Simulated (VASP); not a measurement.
Input of a VASP 6.6.1 run:

File INCAR:

```
ALGO = Normal
EDIFF = 1E-7
ENCUT = 520
GGA = PE
ISIF = 2
ISMEAR = 0
LASPH = True
LCHARG = True
LELF = True
LREAL = False
LVHAR = True
LWAVE = False
NBANDS = 20
NELM = 100
PREC = Accurate
SIGMA = 0.1
```

File KPOINTS:

```
k-points
0
Gamma
  6 6 6
```

File POSCAR:

```
InW
1.0
    3.4569836541      0.0000000000      0.0000000000
    0.0000000000      3.4569836541      0.0000000000
    0.0000000000      0.0000000000      3.4569836541
In W
1 1
Direct
    0.0000000000      0.0000000000      0.0000000000
    0.5000000000      0.5000000000      0.5000000000
```

Potentials or basis: VASP PAW PBE potentials, release 64 (In_d, W_sv).

Command:

```console
$ cat potpaw_PBE.64/In_d/POTCAR potpaw_PBE.64/W_sv/POTCAR > POTCAR
$ mpirun -np 1 vasp_std > vasp.out
```

**Question.** Predict the pressure.

**Answer.** -14.8 GPa.

**Question.** Estimate the band gap on the k mesh.

**Answer.** None (metal or under the smearing width).

Spin-orbit coupling is left out, which matters for the levels of W.
